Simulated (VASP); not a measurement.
An input for Ansatz (written as the equivalent of a VASP run, and not itself run):

Ansatz 0.2 input:
```yaml
crystal:
  lattice:
    - [0.0000000, 3.0014893, 3.0014893]
    - [3.0014893, 0.0000000, 3.0014893]
    - [3.0014893, 3.0014893, 0.0000000]
  atoms:
    - { symbol: Li, position: [0.2500000, 0.2500000, 0.2500000] }
    - { symbol: Li, position: [0.7500000, 0.7500000, 0.7500000] }
    - { symbol: Se, position: [0.0000000, 1.0000000, 0.0000000] }
kpoints:
  mp_grid: { grid: [8, 8, 8] }
hamiltonian:
  xc: pbe
  pseudopotentials: { kind: paw }
scf:
  occupations: { method: gaussian, width: 0.05 }
  max_iter: 100
relax:
  max_steps: 40
  f_tol: 0.01
  cell: { p_target: 5 }
output: { forces: true, stress: true, eigenvalues: true }
```

Question: Translate this input to VASP (INCAR, KPOINTS, POSCAR, choice of POTCAR).

Answer: One answer among several that fit: 
KPOINTS:
```
kpoints
0
G
8 8 8
0 0 0
```

**INCAR**
```
ALGO = Normal
EDIFF = 1E-7
EDIFFG = -0.01
ENCUT = 600
GGA = PE
IBRION = 2
ISIF = 3
ISMEAR = 0
LASPH = T
LCHARG = F
LMAXMIX = 4
LREAL = F
LWAVE = F
NELM = 100
NSW = 40
PREC = Accurate
PSTRESS = 50
SIGMA = 0.05
SYSTEM = Li2Se
```

File POSCAR:
```
Li2Se
1
   -0.0000000000     3.0014893290     3.0014893290
    3.0014893290    -0.0000000000     3.0014893290
    3.0014893290     3.0014893290    -0.0000000000
Li Se
2 1
Direct
  0.2500000000   0.2500000000   0.2500000000
  0.7500000000   0.7500000000   0.7500000000
  0.0000000000   1.0000000000   0.0000000000
```

POTCAR, in this order: Li_sv Se (PBE.64 set). Program: vasp_std.

The two are equivalent in intent, not identical: each code has its own PAW files, so the cut-off isn't converted (ENCUT is set for VASP's; basis.ecutwfc is left out, and Ansatz then takes the one that its files recommend); Ansatz stops its SCF on the density residual and VASP on the energy change (EDIFF).

The compound is Li2Se in the antifluorite structure. This run relaxes it under an external pressure of 5 GPa. Symmetry was kept, so distortions that lower it aren't found.
